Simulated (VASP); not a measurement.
From an Ansatz input to VASP: BiB (zincblende)

Ansatz input

```yaml
crystal:
  lattice:
    - [0.0, 2.7448744631, 2.7448744631]
    - [2.7448744631, 0.0, 2.7448744631]
    - [2.7448744631, 2.7448744631, 0.0]
  atoms:
    - { symbol: B, position: [0.0, 0.0, 0.0] }
    - { symbol: Bi, position: [0.25, 0.25, 0.25] }
kpoints:
  mp_grid: { grid: [4, 4, 4] }
hamiltonian:
  xc: pbe
scf:
  occupations: { method: fixed }
gw:
  n_empty_bands: 123
  ecut_chi: 120
  qp_bands: [v2, c2]
  qp_kpoints: band_edges
  screening: { model: contour_deformation }
```

Q: Which VASP files do the same job?

A: 

INCAR, step 1 (ground state)

```
EDIFF = 1E-7
PREC = Accurate
LREAL = .FALSE.
ISMEAR = 0
NELM = 120
LWAVE = .TRUE.
LCHARG = .FALSE.
SIGMA = 0.01
GGA = PE
ENCUT = 500
LASPH = .TRUE.
```

INCAR, step 2 (empty bands)

```
NELM = 1
LREAL = .FALSE.
LWAVE = .TRUE.
NBANDS = 133
PREC = Accurate
ALGO = Exact
ENCUT = 500
GGA = PE
LOPTICS = .TRUE.
LASPH = .TRUE.
LCHARG = .FALSE.
ISMEAR = 0
ISTART = 1
EDIFF = 1E-7
SIGMA = 0.01
```

INCAR, step 3 (GW)

```
ENCUT = 500
PREC = Accurate
GGA = PE
LCHARG = .FALSE.
LWAVE = .FALSE.
SIGMA = 0.01
ISMEAR = 0
NBANDSGW = 18
ENCUTGWSOFT = 120
NOMEGA = 64
PRECFOCK = Fast
NBANDS = 133
LREAL = .FALSE.
ALGO = EVGW0
EDIFF = 1E-7
LASPH = .TRUE.
NELMGW = 1
ISTART = 1
NELM = 120
ENCUTGW = 120
```

KPOINTS

```
KPOINTS created by Atomic Simulation Environment
0
Gamma
4 4 4
0 0 0
```

POSCAR

```
B  Bi
 1.0000000000000000
     0.0000000000000000    2.7448744631273732    2.7448744631273732
     2.7448744631273732    0.0000000000000000    2.7448744631273732
     2.7448744631273732    2.7448744631273732    0.0000000000000000
 B   Bi
   1   1
Cartesian
  0.0000000000000000 -0.0000000000000000 -0.0000000000000000
  1.3724372315636866  1.3724372315636866  1.3724372315636866
```

VASP ran with the GW set of PAW datasets (20 valence electrons in the cell). Other inputs would serve too.

```tsv
	Ansatz	VASP
PBE gap on the mesh	0.29 eV	0.28 eV
G₀W₀ gap on the mesh	0.72 eV	0.99 eV
```

Datasets and cutoffs are each program's own. VASP's cell holds 20 valence electrons and Ansatz's 18. Both sum 123 empty bands with a screening cutoff of 120 eV, short of the basis and mesh limit, and the G₀W₀ gap is that of the linearised levels of the first step.
